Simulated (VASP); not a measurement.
Runs of VASP 6.6.1 on AlN. Symmetry: P6_3mc, No. 186, hexagonal system. The conventional cell has a = 3.113 Å, b = 3.113 Å, c = 4.981 Å, α = 90.00°, β = 90.00°, γ = 120.00°. Al (site symmetry 3m) has 4 N at 1.89 Å as nearest neighbours. N (site symmetry 3m) has 4 Al at 1.89 Å as nearest neighbours. 

```tsv
k mesh	cutoff (eV)	mesh quality	gap on the mesh (eV)	pressure (GPa)	largest force (eV/Å)
9 × 9 × 4	520	not flagged	4.22	3.5	0.13
9 × 9 × 6	700	not flagged	(a)	3.3	0.13
9 × 9 × 6	520	not flagged	4.22	3.5	0.13
9 × 9 × 6	600	not flagged	4.22	3.3	0.13
3 × 3 × 2	520	coarse	4.21	3.5	0.20
```

Alike in all rows: task single point; level PBE; potentials or basis VASP PAW PBE potentials, release 64 (Al, N); no spin polarisation; cell as given; smearing gaussian 0.02 eV.

**Question.** Fill in the values left out.

**Answer.** (a) 4.23.

Caveats: some runs use coarse meshes; an odd mesh through Γ misses points on the zone boundary, where band edges often lie.

Not every run made on this cell is shown here.
